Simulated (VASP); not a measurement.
The system is Nb.

```
CELL_PARAMETERS angstrom
-1.66395 1.66395 1.66395
1.66395 -1.66395 1.66395
1.66395 1.66395 -1.66395
ATOMIC_POSITIONS crystal
Nb 0.00000 0.00000 0.00000
```

* Program: VASP 6.6.1
* Task: relaxation of cell and atoms
* Functional: r2SCAN
* Potentials or basis: VASP PAW PBE potentials, release 64 (Nb_sv)
* Cutoff: 600 eV
* k mesh: 18 × 18 × 18
* Occupations: gaussian, width 0.1 eV
* Spin: no spin polarisation

At the start: pressure -3.7 GPa; volume 18.43 Å³/atom.

Q: How do energy, volume and symmetry change on relaxing?

A: Over 4 steps the energy falls by 4.7 meV/atom and the volume is 18.02 Å³/atom (-2.2 %); space group Im-3m (No. 229, to 0.05 Å).

The path:
```
step  energy change (eV)  largest force (eV/Å)  pressure (GPa)  volume (Å³)
   1              0.0000                0.0000           -3.70        18.43
   2              0.0115                0.0000            7.52        17.32
   3             -0.0047                0.0000           -0.04        18.03
   4             -0.0047                0.0000            0.03        18.02
```

Final structure:
```
CELL_PARAMETERS angstrom
-1.65172 1.65172 1.65172
1.65172 -1.65172 1.65172
1.65172 1.65172 -1.65172
ATOMIC_POSITIONS crystal
Nb 0.00000 0.00000 0.00000
```

Caveat: the PAW data sets were made with another functional, which shifts forces and pressure a little.
